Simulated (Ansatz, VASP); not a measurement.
**Cross-check of NiO between VASP and Ansatz**

Wanted: the spread between two codes on one cell, functional and k mesh. The cell is taken from a series of runs on this material, whose earlier steps may have relaxed, scaled, displaced or heated it; both programs get it as it stands.

Method: plane waves, with VASP 6.6.1 beside it; zone-centre phonons at LDA, DFT+U, in Ansatz 0.2.0.

### 1. The structure

It takes space group Fm-3m (No. 225, cubic). The conventional cell has a = 4.143 Å, b = 4.143 Å, c = 4.143 Å, α = 90.00°, β = 90.00°, γ = 90.00°. Nearest to Ni lie 6 O at 2.07 Å. O has 6 Ni at 2.07 Å nearest. Farther neighbours and most contacts between anions are not listed.

### 2. Ansatz: zone-centre phonons, LDA, DFT+U

Ansatz runs on its default PAW (the set named soft_2) files.

Second derivatives magnify differences that forces hide, and they need a tight electronic threshold.

Contents of input.yaml:

```yaml
crystal:
  lattice:
    - [0.0, 2.0714246799, 2.0714246799]
    - [2.0714246799, 0.0, 2.0714246799]
    - [2.0714246799, 2.0714246799, 0.0]
  atoms:
    - { symbol: Ni, position: [0.0, 0.0, 0.0], spin: 1.85 }
    - { symbol: O, position: [0.5, 0.5, 0.5], spin: 0.27 }
kpoints:
  mp_grid: { grid: [10, 10, 10] }
hamiltonian:
  xc: lda
  hubbard: { sites: [{ species: Ni, l: d, u_eff: 6.2 }] }
scf:
  occupations: { method: gaussian, width: 0.02 }
  convergence: { dr2_threshold: 1.0e-10 }
output:
  eigenvalues: true
  populations: true
magnetization:
  spin_polarized: true
phonons:
  method: dfpt
  dielectric: true
  rigid_motions: translations
```

Command:

```bash
$ ansatz run input.yaml --threads 4 --pin off --max-ram 7168MiB --backend cpu --events-out ev --progress --plain --runs-dir out
```

Numbers of over 12 decimals in the logs are rounded to 6 here.

Output:

```text
Ni: projections on atomic orbitals take those of the free atom [Ne] 3s2 3p6 3d8 4s2, of charge +0.00 (hamiltonian.pseudopotentials.projection_atoms); the dataset's partial waves leave at most 1.6e-6 of an orbital's norm unspanned inside its sphere
O: projections on atomic orbitals take those of the free atom [He] 2s2 2p4, of charge +0.00 (hamiltonian.pseudopotentials.projection_atoms); the dataset's partial waves leave at most 1.9e-8 of an orbital's norm unspanned inside its sphere
Engine: ansatz 0.2.0, aarch64-unknown-linux-gnu
Pseudopotentials: kind: paw
Pseudopotential: Ni, paw, valence charge 18, recommended cutoff 420 eV (normal), Ni.paw.azcp
Pseudopotential: O, paw, valence charge 6, recommended cutoff 420 eV (normal), O.paw.azcp
Functional definition: SPW92
  exchange = slater_x
  correlation = pw_c
Crystal: 2 atoms, lattice volume = 17.776 Å³
Basis set: ecut = 420 eV, 331 PW (Γ), exchange–correlation on 40×40×40 points (8 copies of the dense FFT grid, shifted against one another)
Bands: 18, of which v1, the nominal top of the filled ones, is band 12 counted from 1 (11 counted from 0)
Symmetry: 48 space group operations
Space group: Fm-3m (ITA 225), of the structure as read, at distance tolerance 2.6e-5 Å
Magnetic group: BNS 225.116 (UNI 1618), of the structure as read, at distance tolerance 2.6e-5 Å
k-points: 47 of 1000
Non-local potential: Ni, projectors of the file, l = 0: 3, l = 1: 2, l = 2: 3, l = 3: 1
Non-local potential: O, projectors of the file, l = 0: 2, l = 1: 2, l = 2: 1
PAW form: soft (Blöchl's): semilocal exchange-correlation on the pseudo side does not see the compensation charge
PAW frozen core: Ni, regenerated for the run's functional, and the local potential with it (the file was generated under x = pbe(κ = 0.804, μ = 0.219515), c = pbe(β = 0.066725))
PAW frozen core: O, regenerated for the run's functional, and the local potential with it (the file was generated under x = pbe(κ = 0.804, μ = 0.219515), c = pbe(β = 0.066725))
PAW one-centre angular grid: Ni, 590 points (default); XC on 64 Gauss nodes
PAW one-centre angular grid: O, 110 points (default); XC on 64 Gauss nodes
Initial density: superposition of atomic densities (chi_scale 0.1, normalization cell, long waves kept (reshape's long-wave potential 0.00 eV rms))
Starting moments: Σ|m| = 2.12 μB on 2 of 2 sites
Initial wavefunctions: pseudopotential atomic-orbital guess
Functional: x = slater, c = lda
SCF 1 converged in 16 iterations: F = -6325.736029 eV  dr2 = 1.25e-14
  greatest PAW one-centre occupation: 1.003 electrons in one spin orbital (limit 2), on the Ni atom at site 0 (counted from 0), in its partial waves of l = 1
Symmetry: 8 space group operations
k-points: 144 of 1000
Initial density: read from a saved state, or passed on in memory by an earlier SCF of this step, an earlier step, the calling program or the single point that the run made first
Starting moments: Σ|m| = 2.12 μB on 2 of 2 sites; this step starts from the density that it was given
Initial wavefunctions: those read from a saved state, or passed on in memory by an earlier step or the calling program
a single point of the input's cell can leave the moments in the input for a lower state (scf.lower_state_search): this run first made a single point of its cell. This run's own SCFs start from the density of the state that the single point found, with the moments in the input. The single point stayed on the moments in the input.
k-points: 102 of 1000 (irreducible under 8 space group operations, time reversal used)
Stability of the state it starts from, as read at its close in the collinear treatment: not read negative (Ritz values of 1 − χ₀K, real part plus size of imaginary part, from 0.71 to 0.87, by its mixing steps under the symmetry group of the SCF that read it); its run was given moments
iter 1 solved again at ethr=4.33e-9 eV; its pass at ethr=3.10e-3 eV (dr2=1.04e-6 eV) is discarded
SCF iter   1: F=—  HF=-6325.736029 eV  |F-HF|=—  |Δ(HF+E_count)|=         —  Δρ=2.44e-7 (↑1.06e-7 ↓2.44e-7)  dr2=1.44e-11  dr2_m=1.36e-12  M=2.000 μB ∫|m|=2.007 μB  β_m=0.30  ethr=4.33e-9  ⟨swp⟩=3.9  Hψ=27890  notcnv=0
eigensolver tolerance schedule: the retry pair's looser diagonalisation over-reported the residual by 72174.37 of it (diagonalisation noise at 0.11 of the residual, at the tolerance the schedule requests for it); recorded, not acted on — ethr = c·dr2/N_el stays at c = 1.0e-1
preconditioner: auto → none  [insulator: Δε(μ)=1.492 eV  Ē_g=18.183 eV  σ=0.020 eV  W_gap=1.00  n_scr=8 (ndim 8)  ℏωp=35.2 eV  f_vac=0.000  D(μ)=0.00/eV (n_scr^D=0)  ε∞_Penn≈4.8]
SCF iter   2: F=-6325.736029 eV  HF=-6325.736029 eV  |F-HF|=1.55e-11  |Δ(HF+E_count)|=  3.27e-11  Δρ=2.36e-7 (↑1.23e-7 ↓2.36e-7)  dr2=1.78e-11  dr2_m=6.25e-13  M=2.000 μB ∫|m|=2.007 μB  ethr=1.00e-12  ⟨swp⟩=7.8  Hψ=19488  notcnv=0
SCF 2 converged in 2 iterations: F = -6325.736029 eV  dr2 = 1.78e-11
NSCF: frozen V_eff on 2 k-points
DFPT response loops at Γ: preconditioner auto → none (the input reference at scf.mixing.eps_inf says where Resta's filter doesn't serve); β = 0.30; Broyden in place of MSR1
── the response to a field inside a basis, on 10×10×10 k-points: an SCF that follows is theirs, and a resumed run solves both again ──
Bands: 14, of which v1, the nominal top of the filled ones, is band 12 counted from 1 (11 counted from 0)
k-points: 110 of 1000 (irreducible under 12 space group operations)
Initial density: handed on by an earlier stage of this run
Initial wavefunctions: pseudopotential atomic-orbital guess (no wavefunctions were taken with the density)
Eigensolver: Dense (220 Hₖ)
SCF iter   1: F=—  HF=-6325.742605 eV  |F-HF|=—  |Δ(HF+E_count)|=         —  Δρ=6.77e-4 (↑6.77e-4 ↓6.09e-4)  dr2=4.02e-5  dr2_m=1.35e-6  M=2.000 μB ∫|m|=2.007 μB  β_m=0.30  ethr=1.00e-1
preconditioner: auto → none  [insulator: Δε(μ)=1.623 eV  Ē_g=11.361 eV  σ=0.020 eV  W_gap=1.00  n_scr=8 (ndim 8)  ℏωp=35.2 eV  f_vac=0.000  D(μ)=0.00/eV (n_scr^D=0)  ε∞_Penn≈10.6]
SCF iter   2: F=—  HF=-6325.742596 eV  |F-HF|=—  |Δ(HF+E_count)|=   8.94e-6  Δρ=4.30e-4 (↑4.30e-4 ↓4.00e-4)  dr2=2.03e-5  dr2_m=9.33e-7  M=2.000 μB ∫|m|=2.006 μB  β_m=0.44  ethr=1.67e-7
SCF iter   3: F=—  HF=-6325.742596 eV  |F-HF|=—  |Δ(HF+E_count)|=   5.18e-7  Δρ=2.34e-4 (↑2.28e-4 ↓2.34e-4)  dr2=7.85e-6  dr2_m=2.80e-7  M=2.000 μB ∫|m|=2.007 μB  β_m=0.47  ethr=8.46e-8
SCF iter   4: F=—  HF=-6325.742595 eV  |F-HF|=—  |Δ(HF+E_count)|=   1.20e-6  Δρ=2.86e-5 (↑2.00e-5 ↓2.86e-5)  dr2=1.12e-7  dr2_m=3.66e-8  M=2.000 μB ∫|m|=2.007 μB  β_m=0.70  ethr=3.27e-8
SCF iter   5: F=—  HF=-6325.742595 eV  |F-HF|=—  |Δ(HF+E_count)|=   3.52e-8  Δρ=1.30e-5 (↑1.08e-5 ↓1.30e-5)  dr2=4.60e-8  dr2_m=1.56e-9  M=2.000 μB ∫|m|=2.007 μB  β_m=0.57  ethr=4.65e-10
SCF iter   6: F=—  HF=-6325.742595 eV  |F-HF|=—  |Δ(HF+E_count)|=   1.91e-8  Δρ=2.50e-6 (↑1.85e-6 ↓2.50e-6)  dr2=3.73e-10  dr2_m=6.20e-10  M=2.000 μB ∫|m|=2.007 μB  β_m=0.77  ethr=1.92e-10
SCF iter   7: F=-6325.742595 eV  HF=-6325.742595 eV  |F-HF|=5.46e-11  |Δ(HF+E_count)|=  1.08e-10  Δρ=1.18e-6 (↑4.27e-7 ↓1.18e-6)  dr2=9.45e-11  dr2_m=9.63e-11  M=2.000 μB ∫|m|=2.007 μB  ethr=1.56e-12
SCF 1 converged in 7 iterations: F = -6325.742595 eV  dr2 = 9.45e-11
DFPT response loops at Γ: mixed as the last ones told, above
SCF converged after 2 iterations
Magnetization: 2.0000 μB (13.0000 up, 11.0000 down)
Absolute magnetization: 2.0056 μB (∫|ρ↑−ρ↓|, with the PAW one-centre terms)
Spin contamination: 0.0017 ħ² per cell (⟨S²⟩ above its minimum at these occupations)
Per-site moments (μB) at R_I (Å): [(1.680717, 0.854463), (0.244469, 0.854463)]
Free energy (F): -6325.736029 eV
Harris-Foulkes:  -6325.736029 eV  (|F-HF|=1.55e-11)
Internal energy: -6325.736029 eV  (E = F + TS)
E sigma→0 (E₀):  -6325.736029 eV
Fermi energy:    14.612984 eV
--- Per-component energies (eV) ---
  E_band       = -351.059658
  E_kinetic    = 450.651854
  E_local      = -3947.458550  (includes V_loc(G=0)·N_el)
  E_nonlocal   = 694.392642
  E_hartree    = 1618.434263
  E_xc         = -154.845102
  E_vxc        = -199.804511  (∫ρ·V_xc dr)
  E_hubbard    = 0.882228  (on-site DFT+U / exact-exchange correction)
  E_vhub       = -23.936105  (the Hubbard potential's part of the band-sum identity)
  E_paw        = -1710.781180  (= ΣΔE_a)
  E_vpaw       = -561.776774  (= ΣTr[D̂ρ^β])
  E_aug_tail   = 0.003118  (compensation charges beyond the density's cutoff)
  E_ewald      = -3277.546345
  E_core_change = 0.531042  (= ΣΔE_core)
  E_smearing   = -0.000000  (= −TS)
  E_closure    = 0.000000  (closes the sum)
  Σ components = -6325.736029   (vs F -6325.736029, Δ=0.00e0)
--- Band table (eV; the first three rows and the last of 204) ---
  k-point 0 ↑: bands = [... 8 lower, 8.1716, 8.1716, 11.8706, 11.8706, 11.8706, 16.2362, 32.1894, 33.2812, ... 2 higher]
  k-point 1 ↑: bands = [... 8 lower, 8.2133, 8.2133, 11.3171, 12.1101, 12.1101, 16.9589, 30.1049, 32.9053, ... 2 higher]
  k-point 2 ↑: bands = [... 8 lower, 8.3750, 8.3750, 10.5513, 12.6631, 12.6631, 18.3370, 27.6395, 31.5122, ... 2 higher]
  k-point 101 ↓: bands = [... 8 lower, 10.4975, 11.0314, 11.1614, 16.1679, 16.6830, 23.1978, 25.5708, 25.8012, ... 2 higher]
Occupation matrices written to <dir>
--- Phonons (Γ-DFPT): 2 representative perturbations + reference, on 102 of 1000 k-points (Σ response iterations 19) ---
  k mesh reduced under 8 symmetry operations, with k and −k counted as one. Each operation leaves every solved perturbation unchanged. A smaller set is not considered because the run has a Hubbard term
  ASR residual: 2.399e-4 → 0.000e0 eV/Å²; symmetrization residual: 8.238e-7 eV/Å²
  ASR residual per site (eV/Å²): 1.25e-4 2.40e-4
  Γ frequencies (cm⁻¹): 0.00 0.00 0.00 331.27 331.27 331.27
  ε∞ (high-frequency dielectric tensor):
        5.646480     0.000000    -0.000000
        0.000000     5.646480    -0.000000
       -0.000000    -0.000000     5.646480
  ε⁰ (static dielectric tensor: ions relaxed, cell fixed):
       17.295774    -0.000000    -0.000000
       -0.000000    17.295774    -0.000000
       -0.000000    -0.000000    17.295774
  ε⁰ − ε∞ (ionic part):
       11.649294    -0.000000    -0.000000
       -0.000000    11.649294     0.000000
       -0.000000     0.000000    11.649294
  softest optical mode at Γ: 331.27 cm⁻¹; the repairs (sum rule, projections) moved no ω² at Γ by more than (2.04 cm⁻¹)²
  Born effective charges Z* (e; rows j = field, columns β = displacement):
    site 0:
         2.40959   -0.00000   -0.00000
        -0.00000    2.40959   -0.00000
        -0.00000    0.00000    2.40959
    site 1:
        -2.40959    0.00000    0.00000
         0.00000   -2.40959    0.00000
         0.00000   -0.00000   -2.40959
  Z* charge neutrality: 5.922e-4 e pre-enforcement
  solved inside a basis spanned on kpoints, on 10×10×10 k-points, its susceptibility summed on 14×14×14: ε∞ is read to err by 1.4e-2, Z* by 1.9e-2 e (field_mesh: kpoints solves on kpoints); Z* is corrected for what the basis lacks
  optical modes at Γ without the LO–TO term, one row a degenerate level:
      ω (cm⁻¹)  modes    IR ((D/Å)²/amu)
        331.27      3            31.9642
  optical modes at Γ + LO–TO along q̂ = [1.0000, 0.0000, 0.0000]:
      ω (cm⁻¹)  modes    IR ((D/Å)²/amu)
        331.27      2            21.3095
        579.78      1            10.6547
  optical modes at Γ + LO–TO along q̂ = [0.0000, 1.0000, 0.0000]:
      ω (cm⁻¹)  modes    IR ((D/Å)²/amu)
        331.27      2            21.3095
        579.78      1            10.6547
  optical modes at Γ + LO–TO along q̂ = [0.0000, 0.0000, 1.0000]:
      ω (cm⁻¹)  modes    IR ((D/Å)²/amu)
        331.27      2            21.3095
        579.78      1            10.6547
--- Löwdin populations: 2 sites ---
  site symbol       q [e]    m [muB]
     0     Ni     16.8332     1.6755
     1      O      7.0417     0.3206
  spilling = 0.005214 (of n_electrons = 24.000000)
```

(Continued in part 2 of 2.)

[Lines on the potential files, build, host, timing and source positions are cut from VASP's logs without a mark.]

[Logs are printed without paths, hosts, clocks, repeated set-up lines and the standing remarks that a program may print on its own settings, such as how far it seeks lower states.]

[Hosts, paths, dates, database ids (printed as entryN), source tags and the programs' standing remarks are cut or masked in the printed files.]
